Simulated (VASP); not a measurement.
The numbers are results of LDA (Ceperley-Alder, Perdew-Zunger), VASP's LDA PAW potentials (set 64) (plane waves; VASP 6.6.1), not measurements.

Input for VASP

**KPOINTS**
```
Automatic mesh
0
Gamma
10 10 10
0 0 0
```

INCAR:
```
# general
SYSTEM   =  HfO2
PREC     =  Accurate
ENCUT    =  520
LREAL    =  F
LASPH    =  T

# electronic loop
EDIFF    =  1E-7
NELM     =  100
ALGO     =  Normal
LMAXMIX  =  6

# smearing
ISMEAR   =  -5

# ions
ISIF     =  2

# output
LWAVE    =  F
LCHARG   =  T
LORBIT   =  11
NEDOS    =  601
```

POSCAR:
```
HfO2
1
    0.0000000000     2.4910662446     2.4910662446
    2.4910662446     0.0000000000     2.4910662446
    2.4910662446     2.4910662446     0.0000000000
Hf O
1 2
Direct
  0.0000000000   0.0000000000   0.0000000000
  0.2500000000   0.2500000000   0.2500000000
  0.7500000000   0.7500000000   0.7500000000
```

POTCAR, in this order: Hf_pv O (LDA.64 set). Program: vasp_std.

Unless said otherwise, spin-orbit coupling is left out, though it shifts the bands of the heavy elements here.

### Question
Estimate the energy per atom (σ→0), band gap (on the k-mesh).

### Answer

The energy per atom (σ→0) comes out as -11024 meV/atom and the band gap (on the k-mesh) is 3.73 eV.

OSZICAR:
```
...
DAV:   8    -0.330793273636E+02    0.52348E-01   -0.16799E-01  1809   0.428E+00    0.528E+00
DAV:   9    -0.330712883873E+02    0.80390E-02   -0.28448E-02  1760   0.157E+00    0.177E+00
DAV:  10    -0.330709387513E+02    0.34964E-03   -0.27566E-03  1866   0.417E-01    0.164E-01
DAV:  11    -0.330709279469E+02    0.10804E-04   -0.16880E-04  1592   0.109E-01    0.110E-01
DAV:  12    -0.330709274138E+02    0.53314E-06   -0.57812E-06  1851   0.215E-02    0.780E-03
DAV:  13    -0.330709273244E+02    0.89369E-07   -0.12983E-06  1725   0.846E-03    0.249E-03
DAV:  14    -0.330709273269E+02   -0.24852E-08   -0.47282E-08  1181   0.204E-03
   1 F= -.33070927E+02 E0= -.33070927E+02  d E =0.000000E+00
```

The compound is HfO2 in the fluorite structure, the high-temperature cubic form, which is unstable at 0 K; the monoclinic form is the stable one. It was relaxed first, which changed the volume by -6 %.
